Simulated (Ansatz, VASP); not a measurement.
**GaP in two plane-wave programs**

One calculation is typed for both programs; each brings its own data sets. How far apart do they land? The cell is taken from a series of runs on this material, whose earlier steps may have relaxed, scaled, displaced or heated it; both programs get it as it stands.

Calculated with Ansatz 0.2.0; plane waves, with VASP 6.6.1 beside it; relaxation of cell and atoms at r2SCAN.

## (1) The structure

It takes space group F-43m (No. 216, cubic). The conventional cell has a = 5.451 Å, b = 5.451 Å, c = 5.451 Å, α = 90.00°, β = 90.00°, γ = 90.00°. Nearest to Ga lie 4 P at 2.36 Å. P has 4 Ga at 2.36 Å nearest. Farther neighbours are not listed.

## (2) Ansatz: relaxation of cell and atoms, r2SCAN

Ansatz runs on its PAW soft_1 files.

The relaxed volume is the usual yardstick between codes: in a stiff, nearly cubic crystal its relative difference is about their pressure difference at one cell divided by the bulk modulus.

File input.yaml:

```yaml
crystal:
  lattice:
    - [0.0, 2.72571503, 2.72571503]
    - [2.72571503, 0.0, 2.72571503]
    - [2.72571503, 2.72571503, 0.0]
  atoms:
    - { symbol: Ga, position: [0.0, 0.0, 0.0] }
    - { symbol: P, position: [0.25, 0.25, 0.25] }
kpoints:
  mp_grid: { grid: [9, 9, 9] }
hamiltonian:
  xc: r2scan
  pseudopotentials: { kind: paw, azcp: { folder: soft_1 } }
scf:
  occupations: { method: fixed }
  lower_state_search: "off"
output:
  forces: true
  stress: true
  eigenvalues: true
relax:
  adjacent_minimum: "off"
  f_tol: 0.001
  max_steps: 60
  cell: { stress_tol: 0.01 }
```

The run is started by

```console
> ansatz run input.yaml --threads 18 --pin off --max-ram 92160MiB --backend cuda --events-out ev --progress --plain --runs-dir out --max-vram 78GiB
```

Numbers of over 12 decimals in the logs are rounded to 6 here.

The program printed:

```text
Engine: ansatz 0.2.0, aarch64-unknown-linux-gnu
Pseudopotentials: kind: paw
Pseudopotential: Ga, paw, valence charge 13, recommended cutoff 500 eV (meta_gga), soft_1/Ga.paw.azcp
Pseudopotential: P, paw, valence charge 5, recommended cutoff 500 eV (meta_gga), soft_1/P.paw.azcp
Functional definition: r2SCAN
  parameter k0 = 0.174
  parameter k1 = 0.065
  parameter a1 = 4.9479
  exchange = r2scan_x(k0 = k0, k1 = k1, a1 = a1)
  correlation = r2scan_c
[...]
Crystal: 2 atoms, lattice volume = 40.502 Å³
Basis set: ecut = 500 eV, 965 PW (Γ), exchange–correlation on 120×120×120 points (64 copies of the dense FFT grid, shifted against one another)
Bands: 13, of which v1, the nominal top of the filled ones, is band 9 counted from 1 (8 counted from 0)
Symmetry: 24 space group operations
Space group: F-43m (ITA 216), of the structure as read, at distance tolerance 3.4e-5 Å
k-points: 35 of 729 (time reversal used)
Non-local potential: Ga, projectors of the file, l = 0: 2, l = 1: 2, l = 2: 3, l = 3: 1
Non-local potential: P, projectors of the file, l = 0: 2, l = 1: 2, l = 2: 1
PAW form: soft (Blöchl's): semilocal exchange-correlation on the pseudo side does not see the compensation charge
PAW frozen core: Ga, regenerated for the run's functional (the file was generated under x = pbe(κ = 0.804, μ = 0.219515), c = pbe(β = 0.066725))
PAW frozen core: P, regenerated for the run's functional (the file was generated under x = pbe(κ = 0.804, μ = 0.219515), c = pbe(β = 0.066725))
PAW one-centre angular grid: Ga, 590 points (default); XC on 160 Gauss nodes
PAW one-centre angular grid: P, 302 points (default); XC on 160 Gauss nodes
Initial density: superposition of atomic densities (chi_scale 0.1, normalization cell, long waves kept (reshape's long-wave potential 0.00 eV rms))
Initial wavefunctions: pseudopotential atomic-orbital guess
[...]
Functional: x = r2scan, c = r2scan; τ floored in thin density (d = 2e-4 eV/Å³)
SCF iter   1: F=-4550.404516 eV  HF=-4550.487066 eV  |F-HF|=8.26e-2  |Δ(HF+E_count)|=         —  Δρ=5.00e-2  dr2=6.68e-1  dr2_τ=1.70e-2  ethr=3.10e-3  ⟨swp⟩=4.9  Hψ=2586  notcnv=0  defer=59
preconditioner: auto → none  [insulator: Δε(μ)=2.106 eV  Ē_g=16.231 eV  n_scr=14 (ndim 8)  ℏωp=24.8 eV  f_vac=0.000  ε∞_Penn≈3.3]
SCF iter   2: F=-4550.488880 eV  HF=-4550.468020 eV  |F-HF|=2.09e-2  |Δ(HF+E_count)|=   1.90e-2  Δρ=2.32e-2  dr2=1.07e-1  dr2_τ=8.48e-4  ethr=3.10e-3  ⟨swp⟩=2.1  Hψ=984  notcnv=0  defer=58
[...]
SCF iter   7: F=-4550.491119 eV  HF=-4550.491119 eV  |F-HF|=1.07e-7  |Δ(HF+E_count)|=   8.07e-7  Δρ=1.21e-5  dr2=8.79e-8  dr2_τ=2.98e-10  ethr=5.56e-10  ⟨swp⟩=6.5  Hψ=3231  notcnv=0
SCF 1 converged in 7 iterations: F = -4550.491119 eV  dr2 = 8.79e-8
  greatest PAW one-centre occupation: 0.993 electrons in one spin orbital (limit 2), on the Ga atom at site 0 (counted from 0), in its partial waves of l = 2
relax step   1: F+E_penalty+E_count = -4550.49111886 eV  Δ(F+E_penalty+E_count) = +0.000e0 eV  max|allowed force component| = 1.365e-16 eV/Å  Δτ_max = 0.0000 Å  P = +0.016 GPa  Ω = 40.502 Å³  (7 SCF iters, dr2 threshold 1.00e-7 eV, accepted)
[...]
relax step   2: F+E_penalty+E_count = -4550.49111783 eV  Δ(F+E_penalty+E_count) = +1.030e-6 eV  max|allowed force component| = 4.510e-17 eV/Å  Δτ_max = 0.0000 Å  P = +0.004 GPa  Ω = 40.507 Å³  energy of the carried Pulay correction = -1.438e-6 eV  (4 SCF iters, dr2 threshold 6.14e-10 eV, accepted)
[...]
relax step   3: F+E_penalty+E_count = -4550.49111783 eV  Δ(F+E_penalty+E_count) = +7.458e-11 eV  max|allowed force component| = 3.354e-17 eV/Å  Δτ_max = 0.0000 Å  P = +0.004 GPa  Ω = 40.507 Å³  stress off target by 4.18e-3 GPa  SCF on the basis re-selected at this cell (its energy is not comparable with the rows above)  (7 SCF iters)
basis re-selected at this cell: Δ(F+E_penalty+E_count) = +7.458e-11 eV, ΔP = +0.000 GPa vs the last step (what re-selecting the basis moved, of the pressure what is left beyond the Pulay correction that the steps carried, after the strain that the cell walked since its last selection, with what the two solves' SCF thresholds leave and, on support functions, any second-order correction that the steps lacked; it is no  [...]
SCF converged after 7 iterations
Free energy (F): -4550.491118 eV
Harris-Foulkes:  -4550.491118 eV  (|F-HF|=9.09e-13)
Internal energy: -4550.491118 eV  (E = F + TS)
E sigma→0 (E₀):  -4550.491118 eV
Fermi energy:    6.875127 eV
--- Per-component energies (eV) ---
  E_band       = -67.884412
  E_kinetic    = 180.066015
  E_local      = -1678.156098  (includes V_loc(G=0)·N_el)
  E_nonlocal   = -59.009162
  E_hartree    = 1018.554034
  E_xc         = -125.718331
  E_vxc        = -123.116980  (∫ρ·V_xc dr)
  E_paw        = -2573.119949  (= ΣΔE_a)
  E_vpaw       = -430.670693  (= ΣTr[D̂ρ^β])
  E_aug_tail   = 0.000030  (compensation charges beyond the density's cutoff)
  E_vtau       = 5.894395  (kinetic-family band-sum trace: ∫τ·v_τ [+ j·A + Jᵃ·Aᵃ] dr)
  E_ewald      = -1312.363749
  E_core_change = -0.743908  (= ΣΔE_core)
  E_smearing   = -0.000000  (= −TS)
  E_closure    = 0.000000  (closes the sum)
  Σ components = -4550.491118   (vs F -4550.491118, Δ=0.00e0)
--- Forces (eV/Å), atoms counted from 1 ---
  atom   1  Ga     0.00000000     0.00000000     0.00000000
  atom   2  P     -0.00000000     0.00000000     0.00000000
  max |Σ_I F_I| component: 1.53e-16 eV/Å
--- Stress (GPa, compression-positive) ---
        0.004176       0.000000       0.000000
        0.000000       0.004176       0.000000
        0.000000       0.000000       0.004176
  P = ⅓ Tr σ = 0.0042 GPa (0.042 kbar)
--- Band table (eV; the first three rows and the last of 35) ---
  k-point 0: bands = [... 5 lower, -6.1439, 6.8751, 6.8751, 6.8751, 9.2362, 11.0495, 11.0495, 11.0495]
  k-point 1: bands = [... 5 lower, -5.9745, 5.5081, 6.6812, 6.6812, 9.7570, 11.3484, 11.3484, 11.5602]
  k-point 2: bands = [... 5 lower, -5.4903, 3.4184, 6.2832, 6.2832, 9.5201, 11.8639, 11.8639, 13.2852]
  k-point 34: bands = [... 5 lower, -3.0720, 0.2330, 3.0353, 3.6938, 11.5789, 12.0134, 12.9191, 14.6905]
--- Relaxed structure (2 steps of the walk, 2 accepted, 1 SCFs on fresh bases) ---
  F+E_penalty+E_count = -4550.49111783 eV   max|allowed force component| = 3.354e-17 eV/Å   (the final SCF, on the basis selected at the relaxed cell)
  cell:  # Å, volume = 40.5068 Å³
    - [0, 2.725834, 2.725834]
    - [2.725834, 0, 2.725834]
    - [2.725834, 2.725834, 0]
  atoms:
    - { symbol: Ga, position: [0, 0, 0] }
    - { symbol: P, position: [0.250000, 0.250000, 0.250000] }
```

In the SCF lines HF is the Harris–Foulkes energy and dr2 the Hartree energy of the density residual, in eV; the loop may stop once dr2 is under the threshold and the program's other checks hold. Hψ counts applications of the Hamiltonian.

## (3) VASP: relaxation of cell and atoms, r2SCAN

The same cell, functional and mesh now go to VASP, with its own data sets.

Lines of VASP's logs that name or quote its potential files are left out, and so is its time.

File INCAR:

```
SYSTEM = GaP
PREC = Accurate
ENCUT = 550
EDIFF = 1E-07
NELM = 120
ISMEAR = 0
SIGMA = 0.01
LREAL = .FALSE.
ALGO = Normal
METAGGA = R2SCAN
LASPH = .TRUE.
NBANDS = 15
LORBIT = 11
LWAVE = .FALSE.
LCHARG = .FALSE.
ISIF = 3
IBRION = 2
NSW = 80
EDIFFG = -0.005
GGA_COMPAT = .FALSE.
NELMIN = 4
EFERMI = MIDGAP
LMIXTAU = .TRUE.
```

File POSCAR:

```
GaP
1.0
    0.0000000000      2.7257150000      2.7257150000
    2.7257150000      0.0000000000      2.7257150000
    2.7257150000      2.7257150000      0.0000000000
Ga P
1 1
Direct
    0.0000000000      0.0000000000      0.0000000000
    0.2500000917      0.2500000917      0.2500000917
```

File KPOINTS:

```
Automatic mesh
0
Gamma
9 9 9
0 0 0
```

The projector-augmented-wave data sets are Ga_d and P (PBE family, release 64).

The run is started by

```console
> mpirun -np 1 vasp_std
```

The program printed:

```text
[banner, memory and clock lines left out]
running    1 mpi-ranks, on    1 nodes
 distrk:  each k-point on    1 cores,    1 groups
 distr:  one band on    1 cores,    1 groups

 POSCAR found type information on POSCAR GaP
 POSCAR found :  2 types and       2 ions
|                                                                             |
|               ----> ADVICE to this user running VASP <----                  |
|                                                                             |
|     You enforced a specific xc type in the INCAR file but a different       |
|     [... a line on the potential file left out ...]
|     I HOPE YOU KNOW WHAT YOU ARE DOING!                                     |
|                                                                             |

 LDA part: xc-table for (None), standard interpolation
 POSCAR, INCAR and KPOINTS ok, starting setup
 FFT: planning ... GRIDC
 FFT: planning ... GRID_SOFT
 FFT: planning ... GRID
 WAVECAR not read
 entering main loop
       N       E                     dE             d eps       ncg     rms          rms(c)
DAV:   1     0.731473546848E+02    0.73147E+02   -0.96289E+03  1082   0.185E+03
DAV:   2    -0.168718261947E+02   -0.90019E+02   -0.86093E+02  1176   0.339E+02
DAV:   3    -0.236316450461E+02   -0.67598E+01   -0.67312E+01  1323   0.734E+01
DAV:   4    -0.237403015384E+02   -0.10866E+00   -0.10863E+00  1284   0.101E+01
DAV:   5    -0.237425066579E+02   -0.22051E-02   -0.22049E-02  1366   0.128E+00    0.482E+00
DAV:   6    -0.214306723560E+02    0.23118E+01   -0.63367E-01  1345   0.166E+01    0.316E+00
DAV:   7    -0.215937617773E+02   -0.16309E+00   -0.37644E-01  1302   0.679E+00    0.149E+00
DAV:   8    -0.214395203254E+02    0.15424E+00   -0.11472E-01  1071   0.425E+00    0.100E+00
DAV:   9    -0.214451495993E+02   -0.56293E-02   -0.19308E-01  1057   0.424E+00    0.252E-01
DAV:  10    -0.214583070663E+02   -0.13157E-01   -0.14993E-01  1050   0.357E+00    0.124E-01
DAV:  11    -0.214637489045E+02   -0.54418E-02   -0.57831E-03  1330   0.567E-01    0.514E-02
DAV:  12    -0.214630849724E+02    0.66393E-03   -0.43744E-04  1260   0.175E-01    0.605E-02
DAV:  13    -0.214641498739E+02   -0.10649E-02   -0.78599E-04  1141   0.295E-01    0.237E-02
DAV:  14    -0.214641611973E+02   -0.11323E-04   -0.25104E-05  1386   0.429E-02    0.307E-02
DAV:  15    -0.214641646982E+02   -0.35009E-05   -0.75565E-06  1183   0.295E-02    0.233E-02
DAV:  16    -0.214641742073E+02   -0.95092E-05   -0.35486E-06  1183   0.253E-02    0.245E-03
DAV:  17    -0.214641739024E+02    0.30491E-06   -0.51085E-07  1281   0.740E-03    0.271E-03
DAV:  18    -0.214641733176E+02    0.58484E-06   -0.42031E-07  1106   0.670E-03    0.595E-04
DAV:  19    -0.214641727965E+02    0.52110E-06   -0.66568E-08   889   0.283E-03    0.735E-04
DAV:  20    -0.214641729309E+02   -0.13438E-06   -0.23492E-08   609   0.185E-03    0.134E-04
DAV:  21    -0.214641729244E+02    0.64379E-08   -0.67311E-09   602   0.992E-04
   1 F= -.21464173E+02 E0= -.21464173E+02  d E =-.214642E+02
 curvature:   0.00 expect dE= 0.000E+00 dE for cont linesearch  0.000E+00
 trial: gam= 0.00000 g(F)=  0.443E-42 g(S)=  0.232E-04 ort = 0.000E+00 (trialstep = 0.100E+01)
 search vector abs. value=  0.232E-04
 bond charge predicted
       N       E                     dE             d eps       ncg     rms          rms(c)
DAV:   1    -0.214644219032E+02   -0.24897E-03   -0.29260E-03  1316   0.109E+00    0.933E-02
DAV:   2    -0.214642366466E+02    0.18526E-03   -0.28736E-04  1330   0.406E-01    0.438E-02
DAV:   3    -0.214641895558E+02    0.47091E-04   -0.51229E-05  1288   0.165E-01    0.974E-03
DAV:   4    -0.214641869330E+02    0.26227E-05   -0.15755E-05  1119   0.516E-02    0.246E-03
DAV:   5    -0.214641885106E+02   -0.15776E-05   -0.15560E-06  1078   0.131E-02    0.352E-03
DAV:   6    -0.214641889583E+02   -0.44765E-06   -0.12848E-07  1050   0.345E-03    0.479E-03
DAV:   7    -0.214641869019E+02    0.20564E-05   -0.50031E-07  1204   0.659E-03    0.251E-04
DAV:   8    -0.214641872028E+02   -0.30091E-06   -0.87915E-08   798   0.329E-03    0.342E-04
DAV:   9    -0.214641872000E+02    0.27376E-08   -0.38796E-09   546   0.699E-04
   2 F= -.21464187E+02 E0= -.21464187E+02  d E =-.142756E-04
 trial-energy change:   -0.000014  1 .order   -0.000005   -0.000023    0.000012
 step:   0.8459(harm=  0.6502)  dis= 0.00000  next Energy=   -21.464188 (dE=-0.152E-04)
 reached required accuracy - stopping structural energy minimisation
```

From OUTCAR (step 3):

```text
ion  position               nearest neighbor table
   1  0.000  0.000  0.000-   2 2.36   2 2.36   2 2.36   2 2.36
   2  0.250  0.250  0.250-   1 2.36   1 2.36   1 2.36   1 2.36

  LATTYP: Found a face centered cubic cell.
 ALAT       =     5.4514300000

 Subroutine GETGRP returns: Found 24 space group operations
 (whereof 24 operations were pure point group operations)

The static configuration has the point symmetry T_d .

 Found     35 irreducible k-points:

   k-points           NKPTS =     35   k-points in BZ     NKDIM =     35   number of bands    NBANDS=     15

   dimension x,y,z NGX =    30 NGY =   30 NGZ =   30
   dimension x,y,z NGXF=    60 NGYF=   60 NGZF=   60

   ENCUT  =  550.0 eV  40.42 Ry    6.36 a.u.   7.37  7.37  7.37*2*pi/ulx,y,z

   NELECT =      18.0000    total number of electrons

 k-points in reciprocal lattice and weights: Automatic mesh
   0.00000000  0.00000000  0.00000000       0.001
   0.11111111  0.00000000  0.00000000       0.011
   0.22222222  0.00000000  0.00000000       0.011
   0.33333333  0.00000000  0.00000000       0.011
   0.44444444  0.00000000  0.00000000       0.011
   0.11111111  0.11111111  0.00000000       0.008
   0.22222222  0.11111111  0.00000000       0.033
   0.33333333  0.11111111  0.00000000       0.033
   0.44444444  0.11111111  0.00000000       0.033
[...]
-0.33333333  0.44444444  0.11111111       0.033
  -0.33333333  0.44444444  0.22222222       0.033

 average (electrostatic) potential at core
       1 -70.1772       2 -86.4514

 E-fermi :   5.3976

 k-point     1 :       0.0000    0.0000    0.0000
  band No.  band energies     occupation
    ...
      5     -10.4064      2.00000
      6      -8.5581      2.00000
      7       4.4694      2.00000
      8       4.4694      2.00000
      9       4.4694      2.00000
     10       6.8204      0.00000
     11       8.6605      0.00000
     12       8.6605      0.00000
     13       8.6605      0.00000
     14      13.9365      0.00000
    ...

 k-point     2 :       0.1111    0.0000    0.0000
  band No.  band energies     occupation
    ...
      5     -10.4065      2.00000
      6      -8.3886      2.00000
      7       3.1004      2.00000
      8       4.2756      2.00000
      9       4.2757      2.00000
     10       7.3479      0.00000
     11       8.9600      0.00000
     12       8.9600      0.00000
     13       9.1638      0.00000
     14      14.2024      0.00000
    ...

 k-point     3 :       0.2222    0.0000    0.0000
  band No.  band energies     occupation
    ...
      5     -10.4056      2.00000
      6      -7.9039      2.00000
      7       1.0092      2.00000
      8       3.8779      2.00000
      9       3.8779      2.00000
     10       7.1150      0.00000
     11       9.4771      0.00000
     12       9.4771      0.00000
     13      10.8825      0.00000
     14      13.8595      0.00000
    ...

  Total        0.0096286      0.0096286      0.0096286      0.0000000      0.0000000     -0.0000000
  in kB        0.3813857      0.3813857      0.3813857      0.0000000      0.0000000     -0.0000000
  external PRESSURE =       0.3813857 kB  Pullay stress =       0.0000000 kB

  energy-cutoff  :      550.00
  volume of cell :       40.45
      direct lattice vectors                 reciprocal lattice vectors
     0.000000000  2.724538477  2.724538477    -0.183517320  0.183517320  0.183517320
     2.724538477  0.000000000  2.724538477     0.183517320 -0.183517320  0.183517320
     2.724538477  2.724538477 -0.000000000     0.183517320  0.183517320 -0.183517320

 POSITION                                       TOTAL-FORCE (eV/Angst)
 -----------------------------------------------------------------------------------
      5.44908      2.72454      2.72454        -0.000000     -0.000000     -0.000000
      1.36227      1.36227      1.36227         0.000000      0.000000      0.000000
 -----------------------------------------------------------------------------------
    total drift:                               -0.000078     -0.000078     -0.000078

  FREE ENERGIE OF THE ION-ELECTRON SYSTEM (eV)
  ---------------------------------------------------
  free  energy   TOTEN  =       -21.4641872000 eV

  energy  without entropy=      -21.4641872000  energy(sigma->0) =      -21.46418720

 reached required accuracy - stopping structural energy minimisation

 total charge
# of ion       s       p       d       tot
------------------------------------------
    1        0.831   0.848  10.018  11.697
    2        1.009   1.541   0.000   2.550
--------------------------------------------------
tot          1.840   2.389  10.018  14.247

[... 3 further parts left out ...]
```

CONTCAR:

```
GaP
   1.00000000000000
     0.0000000000000000    2.7245384765328313    2.7245384765328313
     2.7245384765328313    0.0000000000000000    2.7245384765328313
     2.7245384765328313    2.7245384765328313   -0.0000000000000000
  Ga              P
     1     1
Direct
     0.0000000000000000    1.0000000000000000    1.0000000000000000
     0.2500000917000023    0.2500000917000023    0.2500000917000023
```

## (4) Differences

Known differences besides the potentials themselves: VASP keeps PBE cores, Ansatz makes them for the functional; fixed occupations in Ansatz, narrow Gaussian smearing in VASP; the cutoff is 500 eV in Ansatz and 550 eV in VASP; Ansatz adds a Pulay correction to the stress that steers its cell, VASP none. Total energies have different zeros and are not compared.

Compared:

| quantity | Ansatz | VASP | difference |
| --- | --- | --- | --- |
| volume (Å³) | 40.51 | 40.45 | +0.14 % |
| edge a after relaxation, in the typed setting (Å) | 3.855 | 3.853 | +0.05 % |

## (5) What came out

```json
{
  "difference in volume (relaxation of cell and atoms, r2SCAN)": "0.14 %"
}
```

**Reading.** The difference in volume is 0.14 % (relaxation of cell and atoms, r2SCAN), within the 1.2 % picked in this series as the mark of a large difference, as far as the stopping tolerances let one tell. Such differences can come from data sets, numerical settings and the points named under the comparisons, not from the functional's error against experiment.

[Lines on the potential files, build, host, timing and source positions are cut from VASP's logs without a mark.]

[Logs are printed without paths, hosts, clocks, repeated set-up lines and the standing remarks that a program may print on its own settings, such as how far it seeks lower states.]

[Hosts, paths, dates, database ids (printed as entryN), source tags and the programs' standing remarks are cut or masked in the printed files.]
